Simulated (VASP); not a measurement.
Computed with PBE GGA, VASP's PBE PAW potentials (set 64) (plane waves; VASP 6.6.1).

A VASP calculation is set up with these files.

### KPOINTS
```
kpoints
0
G
  7 7 7
```

**POSCAR**
```
InP
1
   -0.0000000000     2.9779739869     2.9779739869
    2.9779739869     0.0000000000     2.9779739869
    2.9779739869     2.9779739869     0.0000000000
In P
1 1
Direct
  0.0000000000   0.0000000000   0.0000000000
  0.2500000000   0.2500000000   0.2500000000
```

INCAR:
```
# general
SYSTEM  = InP
PREC    = Accurate
ENCUT   = 400
LREAL   = F   # projection in real space or not
LASPH   = T   # aspherical one-centre terms

# electronic loop
EDIFF   = 1E-6
NELM    = 100   # most electronic steps
ALGO    = Normal   # blocked Davidson
LMAXMIX = 4   # l cut-off of mixed one-centre charges

# smearing
ISMEAR  = 0   # Gaussian
SIGMA   = 0.05

# functional
GGA     = PE   # PBE

# ions
IBRION  = 2   # conjugate gradients
NSW     = 60
ISIF    = 3
EDIFFG  = -0.01

# output
LWAVE   = F
LCHARG  = F
```

POTCAR, in this order: In_d P (PBE.64 set). Program: vasp_std.

Output

OSZICAR:
```
       N       E                     dE             d eps       ncg     rms          rms(c)
DAV:   1     0.101374326629E+03    0.10137E+03   -0.74363E+03   520   0.121E+03
DAV:   2    -0.153027566729E+01   -0.10290E+03   -0.10040E+03   550   0.294E+02
DAV:   3    -0.859790952887E+01   -0.70676E+01   -0.70140E+01   665   0.852E+01
DAV:   4    -0.879872528087E+01   -0.20082E+00   -0.20070E+00   656   0.160E+01
DAV:   5    -0.880672773230E+01   -0.80025E-02   -0.80023E-02   729   0.265E+00    0.527E+00
DAV:   6    -0.842529099466E+01    0.38144E+00   -0.74715E-01   765   0.150E+01    0.325E+00
DAV:   7    -0.840192748340E+01    0.23364E-01   -0.18614E-01   708   0.358E+00    0.120E+00
DAV:   8    -0.840238317988E+01   -0.45570E-03   -0.15239E-02   657   0.177E+00    0.334E-01
DAV:   9    -0.840316417160E+01   -0.78099E-03   -0.22812E-03   648   0.688E-01    0.191E-01
DAV:  10    -0.840320927735E+01   -0.45106E-04   -0.20007E-04   711   0.122E-01    0.132E-01
DAV:  11    -0.840326174430E+01   -0.52467E-04   -0.36486E-05   600   0.449E-02    0.496E-02
DAV:  12    -0.840327877265E+01   -0.17028E-04   -0.47186E-05   606   0.113E-01    0.212E-02
DAV:  13    -0.840327903337E+01   -0.26072E-06   -0.21715E-06   549   0.146E-02
   1 F= -.84032790E+01 E0= -.84032790E+01  d E =-.840328E+01
```

**OUTCAR**
```
------------------------ aborting loop because EDIFF is reached ----------------------------------------
  FORCE on cell =-STRESS in cart. coord.  units (eV):
  Direction    XX          YY          ZZ          XY          YZ          ZX
  --------------------------------------------------------------------------------------
  Total        0.0087453      0.0087453      0.0087453      0.0000000      0.0000000      0.0000000
  in kB        0.2652723      0.2652723      0.2652723      0.0000000      0.0000000      0.0000000
  external PRESSURE =       0.2652723 kB  Pullay stress =       0.0000000 kB
  volume of cell :       52.82
      direct lattice vectors                 reciprocal lattice vectors
     0.000000000  2.977973987  2.977973987    -0.167899385  0.167899385  0.167899385
     2.977973987  0.000000000  2.977973987     0.167899385 -0.167899385  0.167899385
     2.977973987  2.977973987  0.000000000     0.167899385  0.167899385 -0.167899385
  FREE ENERGIE OF THE ION-ELECTRON SYSTEM (eV)
  ---------------------------------------------------
  free  energy   TOTEN  =        -8.4032790334 eV

  energy  without entropy=       -8.4032790334  energy(sigma->0) =       -8.40327903

 reached required accuracy - stopping structural energy minimisation
```
(Selected blocks of OUTCAR.)

The compound is InP in the zinc blende structure. It was relaxed first. The start is the result of an earlier pass.
